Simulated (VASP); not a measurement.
## W (space group Pm-3n): computed properties

Level of theory: r2SCAN meta-GGA, VASP's PBE PAW potentials (set 64) (plane waves; VASP).

* **space group**: Pm-3n (223)
* **cell**: a = b = c = 5.062 Å, α = β = γ = 90.00°
* **volume per atom**: 16.21 Å^3/atom
* **band gap (over mesh and band path)**: none (metal, semimetal or under 0.01 eV)
* **density**: 18.83 g/cm³

```cif
data_W8
_chemical_formula_sum 'W8'
_space_group_name_H-M_alt 'Pm-3n'
_space_group_IT_number 223
_space_group_name_Hall '-P 4n 2 3'
_cell_length_a 5.06191
_cell_length_b 5.06191
_cell_length_c 5.06191
_cell_angle_alpha 90.000
_cell_angle_beta 90.000
_cell_angle_gamma 90.000
loop_
_atom_site_label
_atom_site_type_symbol
_atom_site_symmetry_multiplicity
_atom_site_Wyckoff_symbol
_atom_site_fract_x
_atom_site_fract_y
_atom_site_fract_z
_atom_site_occupancy
W1 W 6 c 0.00000 0.50000 0.25000 1
W2 W 2 a 0.00000 0.00000 0.00000 1
```

Unless said otherwise, spin-orbit coupling is left out, though it shifts the bands of the heavy elements here.

The structure comes from a computed database's W entry (Pm-3n); how it stands against other phases isn't given here. It was relaxed first. Symmetry was kept, so distortions that lower it aren't found.
